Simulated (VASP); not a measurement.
These are r2SCAN meta-GGA, VASP's PBE PAW potentials (set 64) (plane waves; VASP) values and carry that method's errors.

The input files of a VASP run:

**KPOINTS**
```
Automatic mesh
0
Gamma
10 10 10
0 0 0
```

**INCAR**
```
# general
SYSTEM  = AgSb
PREC    = Accurate
ENCUT   = 480
LREAL   = .False.
LASPH   = .True.

# electronic loop
EDIFF   = 1E-7
NELM    = 100
ALGO    = Normal
LMAXMIX = 4
LMIXTAU = .True.

# smearing
ISMEAR  = 1
SIGMA   = 0.1

# functional
METAGGA = R2SCAN

# ions
ISIF    = 2

# output
LWAVE   = .False.
LCHARG  = .False.
```

**POSCAR**
```
AgSb
1
   -0.0000000000     2.8663611561     2.8663611561
    2.8663611561     0.0000000000     2.8663611561
    2.8663611561     2.8663611561     0.0000000000
Sb Ag
1 1
Direct
 -0.0043609299   1.0043609299  -0.0043609299
  0.5000000000   0.5000000000   0.5000000000
```

POTCAR, in this order: Sb Ag (PBE.64 set). Program: vasp_std.

The resulting files:

OSZICAR:
```
       N       E                     dE             d eps       ncg     rms          rms(c)
DAV:   1     0.312384046758E+02    0.31238E+02   -0.68043E+03  2448   0.111E+03
DAV:   2    -0.490391999736E+02   -0.80278E+02   -0.74861E+02  2696   0.224E+02
DAV:   3    -0.508982274034E+02   -0.18590E+01   -0.18432E+01  2888   0.376E+01
DAV:   4    -0.509098913697E+02   -0.11664E-01   -0.11637E-01  2712   0.323E+00
DAV:   5    -0.509100388115E+02   -0.14744E-03   -0.14744E-03  2984   0.391E-01    0.615E+00
DAV:   6    -0.466154380279E+02    0.42946E+01   -0.71082E+00  2588   0.361E+01    0.633E+00
DAV:   7    -0.466265291709E+02   -0.11091E-01   -0.45717E-01  2492   0.907E+00    0.314E+00
DAV:   8    -0.465995973252E+02    0.26932E-01   -0.19041E-01  2536   0.462E+00    0.637E-01
DAV:   9    -0.465978420485E+02    0.17553E-02   -0.13472E-01  2552   0.339E+00    0.127E-01
DAV:  10    -0.466330633732E+02   -0.35221E-01   -0.19646E-02  2552   0.122E+00    0.106E-01
DAV:  11    -0.466328880589E+02    0.17531E-03   -0.64070E-03  2720   0.860E-01    0.613E-02
DAV:  12    -0.466341756728E+02   -0.12876E-02   -0.15868E-03  2540   0.434E-01    0.272E-02
DAV:  13    -0.466342220874E+02   -0.46415E-04   -0.76457E-05  2748   0.969E-02    0.104E-02
DAV:  14    -0.466342224304E+02   -0.34299E-06   -0.28018E-05  2620   0.622E-02    0.495E-03
DAV:  15    -0.466342320431E+02   -0.96127E-05   -0.62723E-06  2672   0.325E-02    0.335E-03
DAV:  16    -0.466342322200E+02   -0.17692E-06   -0.46472E-07  2856   0.691E-03    0.173E-03
DAV:  17    -0.466342323193E+02   -0.99327E-07   -0.97377E-08  1660   0.364E-03
   1 F= -.46634232E+02 E0= -.46633483E+02  d E =-.224881E-02
```

**OUTCAR**
```
------------------------ aborting loop because EDIFF is reached ----------------------------------------
  FORCE on cell =-STRESS in cart. coord.  units (eV):
  Direction    XX          YY          ZZ          XY          YZ          ZX
  --------------------------------------------------------------------------------------
  Total        0.0577334      0.0755237      0.0577334      0.0000000      0.0000000     -0.0000000
  in kB        1.9638799      2.5690398      1.9638799      0.0000000      0.0000000     -0.0000000
  external PRESSURE =       2.1655999 kB  Pullay stress =       0.0000000 kB
  volume of cell :       47.10
      direct lattice vectors                 reciprocal lattice vectors
     0.000000000  2.866361156  2.866361156    -0.174437195  0.174437195  0.174437195
     2.866361156  0.000000000  2.866361156     0.174437195 -0.174437195  0.174437195
     2.866361156  2.866361156  0.000000000     0.174437195  0.174437195 -0.174437195
 POSITION                                       TOTAL-FORCE (eV/Angst)
 -----------------------------------------------------------------------------------
      2.86636      5.70772      2.86636         0.000000      0.086746      0.000000
      2.86636      2.86636      2.86636         0.000000     -0.086746      0.000000
 -----------------------------------------------------------------------------------
    total drift:                                0.000000      0.000011      0.000000
  FREE ENERGIE OF THE ION-ELECTRON SYSTEM (eV)
  ---------------------------------------------------
  free  energy   TOTEN  =       -46.6342323193 eV

  energy  without entropy=      -46.6319835090  energy(sigma->0) =      -46.63348272
```
(Selected blocks of OUTCAR.)

The structure was generated: AgSb was put into the rocksalt type (Fm-3m), which need not be its known phase. This cell was strained or had an atom moved on purpose.
